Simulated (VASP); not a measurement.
These are LDA (Ceperley-Alder, Perdew-Zunger), VASP's LDA PAW potentials (set 64) (plane waves; VASP 6.6.1) values and carry that method's errors.

Gaps are without spin-orbit coupling.

| Property | Value |
|---|---|
| volume per atom | 11.83 Å³/atom |
| band gap (over mesh and band path) | 7.49 eV |
| smallest direct gap (over mesh and band path) | 7.82 eV |

**Question.** Which relaxed crystal gives these values?
A) KMgF3, Pm-3m (221)
B) Ag2S, P2_1/m (11)
C) PbTe, Fm-3m (225)
D) ZnGaPS, R3m (160)

**Answer.** A, KMgF3, Pm-3m (221)
